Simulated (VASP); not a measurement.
# CdGe62 (a cell with a defect) in VASP: electric field gradients with PBEsol

Aim: the electric field gradients of CdGe62 (a cell with a defect) with PBEsol.

Program: VASP 6.6.1. These are calculated values, not measurements. Logs are shortened: lines on timing, memory, paths and dates and some standing lists are left out, and cuts for length are marked.

## 1. Starting point

The cell holds a defect, 63 atoms: a = 11.380 Å, b = 11.380 Å, c = 11.380 Å, α = 90.00°, β = 90.00°, γ = 90.00°.

The cell was built by a generator and needn't be a form met in nature.

## 2. Electric field gradients, PBEsol

INCAR reads:

```
SYSTEM = CdGe62
PREC = Accurate
ENCUT = 360
EDIFF = 1E-8
ISMEAR = 0
SIGMA = 0.02
LREAL = .False.
LASPH = .True.
NELM = 80
ALGO = Normal
ISIF = 2
LWAVE = .False.
LCHARG = .False.
GGA = PS
LEFG = .True.
NELECT = 262
```

KPOINTS reads:

```
regular mesh
0
Gamma
  2 2 2
  0 0 0
```

POSCAR reads:

```
CdGe62                                  
1.0
   11.3800000000      0.0000000000      0.0000000000
    0.0000000000     11.3800000000      0.0000000000
    0.0000000000      0.0000000000     11.3800000000
  Cd              Ge            
     1    62
Direct
     0.0629223413152265    0.0627970023405224    0.0627762869510713
     0.0075951235634838    0.2332597428158696    0.2332139231261598
     0.2332871512006278    0.0074238497881898    0.2332987672068734
     0.2334490830988482    0.2332806146754893    0.0074884601552183
     0.1205204255947226    0.3674280347353578    0.3674334527475422
     0.3675834040782850    0.1203000492815802    0.3675560377400368
     0.3675949244007877    0.3674871214657158    0.1204713305814433
     0.0003529413320708    0.0002801378362281    0.4988094248222450
     0.9979240285201283    0.2489135761051168    0.7530236785773538
     0.2490530278956232    0.9978731931908017    0.7528281090377384
     0.2483376146417169    0.2483178531129790    0.4969244411567919
     0.1247816227557934    0.1248357409073301    0.6263711776303874
     0.1271010482226582    0.3721156915946125    0.8760456061703142
     0.3723419144320399    0.1270667272067031    0.8759454383636536
     0.3734663783089773    0.3734447078417579    0.6234090253886445
     0.0003155187831780    0.4988118976824510    0.0003101717608958
     0.9980394477418529    0.7528445103374310    0.2491011171390087
     0.2483382827229221    0.4969710764525895    0.2482810316746938
     0.2489154213356687    0.7529507386184892    0.9979139671769625
     0.1247624308951985    0.6263191566226033    0.1247592028872912
     0.1271417314667242    0.8759381969882893    0.3723482369865806
     0.3735812623542126    0.6234626747003837    0.3733509410851698
     0.3722213834999604    0.8760294423008230    0.1270423909978616
     0.0012391032645707    0.4984964657572665    0.4986434766102283
     0.0047943522743629    0.7576182605078764    0.7575152550365145
     0.2499653722505725    0.4998534615283505    0.7502236392607984
     0.2499930296116252    0.7500192818922863    0.4999370544253349
     0.1240813374730960    0.6264503860760885    0.6265514029897372
     0.1174366601730766    0.8920849827973899    0.8918445241032729
     0.3749086078682428    0.6252396869859550    0.8751483653059733
     0.3749336004882199    0.8750650704014388    0.6251974346797469
     0.4988684406833366    0.0002734193171659    0.0002579803621202
     0.4970161542871225    0.2482446731134873    0.2483750374383619
     0.7530259708483713    0.9978796723750187    0.2489189157585032
     0.7529117152886192    0.2489922105741470    0.9978543285358419
     0.6263599689991650    0.1247717087331132    0.1246832673598373
     0.6234583197354848    0.3734931733679782    0.3735058676628187
     0.8761188312156817    0.1271053751578387    0.3721820186220404
     0.8760144937846081    0.3722002652838618    0.1271047426742973
     0.4986868867639178    0.0010425416541274    0.4985476721415998
     0.5000444154387865    0.2500018986890221    0.7500328281824616
     0.7576658471332812    0.0045976995496160    0.7575098031302209
     0.7501542566384404    0.2499092476604559    0.4999272932142287
     0.6266644396275866    0.1239348198767234    0.6265453800227873
     0.6252388515525810    0.3749511891697860    0.8750377769589786
     0.8920289933909117    0.1172173424891951    0.8920920466720457
     0.8752302383455801    0.3748348944544319    0.6252416777142654
     0.4985759811825283    0.4984600666885626    0.0010067642994152
     0.5000020932784635    0.7501561772516976    0.2497678576954062
     0.7500840679592886    0.4998664338676836    0.2499799063289786
     0.7577242419764465    0.7575805909632093    0.0046607484419663
     0.6266227972783402    0.6264610116698035    0.1239049347545789
     0.6252918044185375    0.8750535773336939    0.3748342962284805
     0.8751008733823133    0.6250402563182463    0.3750060100455352
     0.8920366157328156    0.8919334818980924    0.1174459605636064
     0.4997705935476860    0.4998264896838882    0.4997800004581543
     0.5016687306036731    0.7516066742619176    0.7516431949919569
     0.7517191002395962    0.5016194030595117    0.7516019736119136
     0.7516138024694653    0.7515647503934885    0.5016065324885999
     0.6253360871770489    0.6252496894426197    0.6252991794734091
     0.6282251010547972    0.8766853898327868    0.8767587444691816
     0.8768262142306925    0.6281733080771738    0.8766754240965700
     0.8767387701703477    0.8766232752437140    0.6280595938263184
```

Potentials or basis: VASP PAW PBE potentials, release 64 (Cd, Ge).

Run with:

```
$ cat potpaw_PBE.64/Cd/POTCAR potpaw_PBE.64/Ge/POTCAR > POTCAR
$ mpirun -np 4 vasp_std > vasp.out
```

OUTCAR:

```text
SYSTEM = CdGe62
   PREC = Accurate
   ENCUT = 360
   EDIFF = 1E-8
   ISMEAR = 0
   LREAL = .False.
   LASPH = .True.
   NELM = 80
   ISIF = 2
   GGA = PS
   NELECT = 262

 ion  position               nearest neighbor table
   1  0.063  0.063  0.063-   2 2.81   3 2.81   4 2.82  46 2.82  29 2.82  55 2.82
   2  0.008  0.233  0.233-  38 2.49  39 2.49   5 2.51   1 2.81
   3  0.233  0.007  0.233-  23 2.49  21 2.49   6 2.51   1 2.81
   4  0.233  0.233  0.007-  13 2.49  14 2.49   7 2.51   1 2.82
   5  0.121  0.367  0.367-  11 2.47  18 2.48  24 2.51   2 2.51
   6  0.368  0.120  0.368-  33 2.48  11 2.48  40 2.51   3 2.51
   7  0.368  0.367  0.120-  18 2.48  33 2.48  48 2.51   4 2.51
[... 54 lines left out ...]
  62  0.877  0.628  0.877-  16 2.47  58 2.48  51 2.48  25 2.48
  63  0.877  0.877  0.628-   8 2.47  59 2.47  42 2.48  25 2.48

  LATTYP: Found a simple cubic cell.
 ALAT       =    11.3800000000

  Lattice vectors:

 A1 = (  11.3800000000,   0.0000000000,   0.0000000000)
 A2 = (   0.0000000000,  11.3800000000,   0.0000000000)
 A3 = (   0.0000000000,   0.0000000000,  11.3800000000)

Analysis of symmetry for initial positions (statically):
=====================================================================
 Subroutine PRICEL returns:
 Original cell was already a primitive cell.

 Routine SETGRP: Setting up the symmetry group for a
 simple cubic supercell.

 Subroutine GETGRP returns: Found  1 space group operations
 (whereof  1 operations were pure point group operations)
 out of a pool of 48 trial point group operations.

The static configuration has the point symmetry C_1 .

Analysis of symmetry for dynamics (positions and initial velocities):
=====================================================================
 Subroutine PRICEL returns:
 Original cell was already a primitive cell.

 Routine SETGRP: Setting up the symmetry group for a
 simple cubic supercell.

 Subroutine GETGRP returns: Found  1 space group operations
 (whereof  1 operations were pure point group operations)
 out of a pool of 48 trial point group operations.

The dynamic configuration has the point symmetry C_1 .

 Subroutine INISYM returns: Found  1 space group operations
 (whereof  1 operations are pure point group operations),
[... 1427 lines left out ...]

  FORCE on cell =-STRESS in cart. coord.  units (eV):
  Direction    XX          YY          ZZ          XY          YZ          ZX
  --------------------------------------------------------------------------------------
  -------------------------------------------------------------------------------------
  Total        8.1927862      8.1973308      8.2036019     -2.6265159     -2.6131840     -2.6116235
  in kB        8.9066711      8.9116117      8.9184293     -2.8553795     -2.8408859     -2.8391894
  external PRESSURE =       8.9122374 kB  Pullay stress =       0.0000000 kB

 VOLUME and BASIS-vectors are now :
 -----------------------------------------------------------------------------
  energy-cutoff  :      360.00
  volume of cell :     1473.76
      direct lattice vectors                 reciprocal lattice vectors
    11.380000000  0.000000000  0.000000000     0.087873462  0.000000000  0.000000000
     0.000000000 11.380000000  0.000000000     0.000000000  0.087873462  0.000000000
     0.000000000  0.000000000 11.380000000     0.000000000  0.000000000  0.087873462

 POSITION                                       TOTAL-FORCE (eV/Angst)
 -----------------------------------------------------------------------------------
      0.71606      0.71463      0.71439        -0.001163     -0.002512      0.000575
      0.08643      2.65450      2.65397        -0.004901     -0.000030     -0.001132
      2.65481      0.08448      2.65494         0.000456     -0.000827      0.005068
      2.65665      2.65473      0.08522        -0.002025     -0.003964     -0.002836
      1.37152      4.18133      4.18139        -0.011752      0.008771      0.004322
      4.18310      1.36901      4.18279        -0.002804     -0.002420     -0.000686
[... 55 lines left out ...]
      9.97828      7.14861      9.97657        -0.000211      0.006913     -0.002681
      9.97729      9.97597      7.14732         0.002389      0.002156      0.008976
 -----------------------------------------------------------------------------------
    total drift:                                0.000305      0.000302      0.000284

  FREE ENERGIE OF THE ION-ELECTRON SYSTEM (eV)
  ---------------------------------------------------
  free  energy   TOTEN  =      -296.2493683630 eV

  energy  without entropy=     -296.2453764311  energy(sigma->0) =     -296.24737240

 Electric field gradients (V/A^2)
---------------------------------------------------------------------
 ion       V_xx      V_yy      V_zz      V_xy      V_xz      V_yz
---------------------------------------------------------------------
   1       0.008     0.074    -0.083   -14.452   -14.633   -14.562
   2       8.870    -4.407    -4.463     3.227     3.289    -1.163
   3      -4.459     8.836    -4.378     3.406    -1.120     3.266
   4      -4.400    -4.443     8.843    -1.201     3.136     3.176
   5      -7.265     3.656     3.610   -12.156   -12.308    10.842
   6       3.660    -7.361     3.700   -11.977    10.491   -11.902
[... 55 lines left out ...]
  62       1.777    -3.483     1.706     4.012     6.480     3.998
  63       1.749     1.706    -3.455     6.361     3.827     3.929
---------------------------------------------------------------------

 Electric field gradients after diagonalization (V/A^2)
 (convention: |V_zz| > |V_xx| > |V_yy|)
----------------------------------------------------------------------
 ion       V_xx      V_yy      V_zz     asymmetry (V_yy - V_xx)/ V_zz
----------------------------------------------------------------------
   1      14.609    14.490   -29.098       0.004
   2      -6.941    -3.272    10.213       0.359
   3      -6.949    -3.297    10.247       0.356
   4      -6.889    -3.221    10.109       0.363
   5     -16.827    -7.208    24.035       0.400
   6     -16.620    -6.811    23.431       0.419
[... 55 lines left out ...]
  62      -5.775    -4.738    10.513       0.099
  63      -5.651    -4.628    10.279       0.100
----------------------------------------------------------------------

           NMR quadrupolar parameters

 Cq : quadrupolar parameter    Cq=e*Q*V_zz/h
 eta: asymmetry parameters     (V_yy - V_xx)/ V_zz
 Q  : nuclear electric quadrupole moment in mb (millibarn)
----------------------------------------------------------------------
 ion       Cq(MHz)       eta       Q (mb)
----------------------------------------------------------------------
   1      -0.070       0.004       1.000
   2       0.025       0.359       1.000
   3       0.025       0.356       1.000
   4       0.024       0.363       1.000
   5       0.058       0.400       1.000
   6       0.057       0.419       1.000
[... 55 lines left out ...]
  62       0.025       0.099       1.000
  63       0.025       0.100       1.000
----------------------------------------------------------------------
```

Run time: 14 min. Hardware: 4 MPI ranks of Intel Xeon 6975P-C (Granite Rapids), shared host; peak memory 0.43 GiB.

What came out:

| Item | Value |
| --- | --- |
| Free energy | -296.2494 eV |
| Largest force | 0.018 eV/Å |
| Band gap on the k mesh | none (metal or under the smearing width) |

Forces in eV/Å, atoms in the order of the input:
```
Cd  -0.001 -0.003  0.001
Ge  -0.005  0.000 -0.001
Ge   0.000 -0.001  0.005
Ge  -0.002 -0.004 -0.003
Ge  -0.012  0.009  0.004
Ge  -0.003 -0.002 -0.001
Ge   0.002  0.000 -0.007
Ge  -0.008 -0.002 -0.002
Ge  -0.003  0.004 -0.003
Ge   0.010  0.010 -0.002
Ge   0.009 -0.003 -0.007
Ge   0.007 -0.001  0.001
Ge   0.003  0.010 -0.002
Ge   0.002  0.004 -0.010
Ge   0.007  0.011 -0.003
Ge  -0.007 -0.010 -0.008
Ge  -0.014 -0.005  0.008
Ge   0.008 -0.007  0.004
Ge   0.010 -0.003 -0.003
Ge   0.008  0.005  0.006
Ge   0.005 -0.003 -0.003
Ge   0.003 -0.003  0.008
Ge   0.004 -0.007  0.000
Ge  -0.004 -0.004 -0.007
Ge   0.003 -0.002  0.001
Ge   0.002 -0.003 -0.010
Ge   0.006 -0.007 -0.004
Ge  -0.003  0.000  0.002
Ge  -0.002 -0.007  0.005
Ge   0.009 -0.004  0.003
Ge   0.016  0.002 -0.007
Ge  -0.008 -0.006 -0.006
Ge  -0.008  0.005  0.003
Ge  -0.009  0.007  0.011
Ge   0.001  0.007  0.000
Ge   0.007  0.003  0.014
Ge  -0.008  0.000  0.009
Ge  -0.010  0.000  0.003
Ge  -0.007  0.003  0.000
Ge  -0.001 -0.004  0.004
Ge  -0.007 -0.008 -0.006
Ge   0.002  0.005  0.010
Ge   0.000  0.003 -0.005
Ge  -0.007 -0.003 -0.004
Ge   0.003  0.006  0.003
Ge  -0.005  0.004 -0.006
Ge  -0.001  0.009 -0.003
Ge   0.001  0.010  0.007
Ge  -0.002 -0.011  0.005
Ge  -0.001 -0.001 -0.003
Ge  -0.002 -0.001  0.008
Ge  -0.005 -0.001 -0.007
Ge  -0.003  0.006  0.008
Ge   0.011  0.005  0.005
Ge   0.008 -0.006 -0.001
Ge   0.002 -0.003  0.001
Ge   0.006 -0.010 -0.009
Ge  -0.007  0.007 -0.010
Ge  -0.008 -0.012  0.004
Ge  -0.003  0.002  0.002
Ge   0.008 -0.002 -0.007
Ge   0.000  0.007 -0.003
Ge   0.002  0.002  0.009
```

Electric field gradients, principal values (V/Å²):
```csv
atom,Vxx,Vyy,Vzz
1 Cd,14.490,14.609,-29.098
2 Ge,-3.272,-6.941,10.213
3 Ge,-3.297,-6.949,10.247
4 Ge,-3.221,-6.889,10.109
5 Ge,-7.208,-16.827,24.035
6 Ge,-6.811,-16.620,23.431
7 Ge,-7.158,-16.657,23.816
8 Ge,-1.424,-6.039,7.463
9 Ge,1.542,20.030,-21.571
10 Ge,1.722,19.825,-21.547
11 Ge,-4.655,-5.821,10.477
12 Ge,-1.655,-5.990,7.645
13 Ge,1.374,20.205,-21.580
14 Ge,1.415,19.983,-21.398
15 Ge,1.419,3.223,-4.642
16 Ge,-1.281,-6.057,7.338
17 Ge,1.319,20.085,-21.404
18 Ge,-4.518,-5.907,10.424
19 Ge,1.475,20.060,-21.535
20 Ge,-1.515,-6.096,7.612
21 Ge,1.407,19.798,-21.205
22 Ge,1.374,3.110,-4.484
23 Ge,1.436,20.104,-21.540
24 Ge,-2.645,-13.122,15.767
25 Ge,-7.036,-16.644,23.681
26 Ge,3.121,4.059,-7.179
27 Ge,3.103,3.831,-6.934
28 Ge,-3.024,-13.038,16.062
29 Ge,-3.460,-6.666,10.126
30 Ge,3.074,3.907,-6.981
31 Ge,3.166,4.014,-7.180
32 Ge,-1.322,-6.075,7.397
33 Ge,-4.619,-5.784,10.403
34 Ge,1.629,20.160,-21.789
35 Ge,1.529,19.899,-21.428
36 Ge,-1.460,-6.126,7.586
37 Ge,1.359,3.027,-4.387
38 Ge,1.463,20.038,-21.501
39 Ge,1.485,19.962,-21.448
40 Ge,-2.675,-13.072,15.747
41 Ge,3.320,3.793,-7.113
42 Ge,-7.105,-16.497,23.601
43 Ge,3.144,3.707,-6.851
44 Ge,-2.872,-13.083,15.955
45 Ge,3.222,3.786,-7.008
46 Ge,-3.244,-6.802,10.047
47 Ge,3.106,3.960,-7.066
48 Ge,-2.915,-12.995,15.910
49 Ge,2.978,4.082,-7.061
50 Ge,3.224,3.667,-6.891
51 Ge,-7.137,-16.719,23.856
52 Ge,-2.868,-13.054,15.922
53 Ge,3.142,3.933,-7.075
54 Ge,3.260,3.825,-7.086
55 Ge,-3.519,-6.548,10.067
56 Ge,-0.144,-0.371,0.515
57 Ge,1.361,3.258,-4.619
58 Ge,1.337,3.270,-4.606
59 Ge,1.345,3.170,-4.515
60 Ge,-0.191,-0.306,0.498
61 Ge,-4.732,-5.805,10.537
62 Ge,-4.738,-5.775,10.513
63 Ge,-4.628,-5.651,10.279
```

Caveat: the cell carries a net charge on a neutralising background, which shifts energy and pressure; the cell is charged against a uniform background, so pressure and absolute levels hang on convention; the PAW data sets were made with another functional, which shifts forces and pressure a little.
